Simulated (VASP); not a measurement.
The input files of a VASP run:

KPOINTS:
```
Automatic mesh
0
Gamma
8 8 4
0 0 0
```

INCAR:
```
PREC = Accurate
EDIFFG = -0.01   # ionic stop
IBRION = 2
NELM = 100
NSW = 30   # most ionic steps
ALGO = Normal   # blocked Davidson
ENCUT = 600   # plane-wave cut-off (eV)
LCHARG = .False.
ISIF = 2   # forces and stress, cell fixed
SYSTEM = SiC
LWAVE = .False.
GGA = PE
LASPH = .True.   # aspherical one-centre terms
EDIFF = 1E-7   # SCF stop (eV)
ISMEAR = 0
LREAL = .False.
SIGMA = 0.05
```

File POSCAR:
```
SiC
1
    1.5610307649    -2.7037843483     0.0000000000
    1.5610307649     2.7037843483     0.0000000000
    0.0000000000     0.0000000000     5.1266171024
Si C
2 2
Direct
  0.6666670000   0.3333330000   0.4995769961
  0.3333330000   0.6666670000   0.9995769961
  0.6666670000   0.3333330000   0.8754230039
  0.3333330000   0.6666670000   0.3754230039
```

POTCAR, in this order: Si C (PBE.64 set). Program: vasp_std.

Question: Write an equivalent input for Quantum ESPRESSO's pw.x.

Answer: One equivalent input (not run):
```
&CONTROL
  calculation = 'relax'
  pseudo_dir = './pseudo'
  outdir = './out'
  tprnfor = .true.
  tstress = .true.
  nstep = 30
  forc_conv_thr = 0.00039
/
&SYSTEM
  ibrav = 0
  nat = 4
  ntyp = 2
  ecutwfc = 82
  occupations = 'smearing'
  smearing = 'gaussian'
  degauss = 0.003675
  input_dft = 'pbe'
/
&ELECTRONS
  conv_thr = 7.3e-09
  electron_maxstep = 100
/
&IONS
/
ATOMIC_SPECIES
  Si 28.085 Si.upf
  C 12.011 C.upf
CELL_PARAMETERS angstrom
     1.5610308   -2.7037843    0.0000000
     1.5610308    2.7037843    0.0000000
     0.0000000    0.0000000    5.1266171
ATOMIC_POSITIONS crystal
  Si   0.6666670  0.3333330  0.4995770
  Si   0.3333330  0.6666670  0.9995770
  C    0.6666670  0.3333330  0.8754230
  C    0.3333330  0.6666670  0.3754230
K_POINTS automatic
  8 8 4 0 0 0
```
The two are equivalent in intent, not identical: the potentials are each code's own (VASP's PAW set, PseudoDojo norm-conserving files in pw.x), so ENCUT and ecutwfc are chosen apart and not converted; conv_thr bounds pw.x's estimated SCF error, while EDIFF bounds the energy change between steps; forc_conv_thr acts on force components and is met together with etot_conv_thr.

The compound is SiC in the wurtzite structure, the rare 2H polytype. This cell was strained or had an atom moved on purpose.
